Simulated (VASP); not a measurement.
Here is the system:

```
CELL_PARAMETERS angstrom
      4.06582     0.00000     0.00000
      0.00000     4.06582     0.00000
      0.00000     0.00000     2.63139
ATOMIC_POSITIONS crystal
  Si 0.00000 0.00000 0.00000
  Si 0.50000 0.50000 0.50000
  O  0.30363 0.30363 0.00000
  O  0.80363 0.19637 0.50000
  O  0.19637 0.80363 0.50000
  O  0.69637 0.69637 0.00000
```

Calculation: LDA (Ceperley-Alder, Perdew-Zunger), VASP's LDA PAW potentials (set 64) (plane waves; VASP). Run with 620 eV cut-off, 6×6×8 Γ-centred mesh, Gaussian smearing of 0.050 eV, potentials Si O.

### Question
Estimate the energy per atom (σ→0), pressure, band gap (on the k-mesh) with the smallest direct gap where there is one.

### Answer

```
Item                                          Value
-----------------------------------  --------------
band gap (on the k-mesh)                    6.50 eV
smallest direct gap (on the k-mesh)         6.50 eV
energy per atom (σ→0)                -8639 meV/atom
pressure                                  19.86 GPa
```

Total energies compare only between runs with the same potentials, cut-off and functional.

The compound is SiO2 in the rutile structure, stishovite, a high-pressure form. It was relaxed first under an external pressure of 20 GPa.
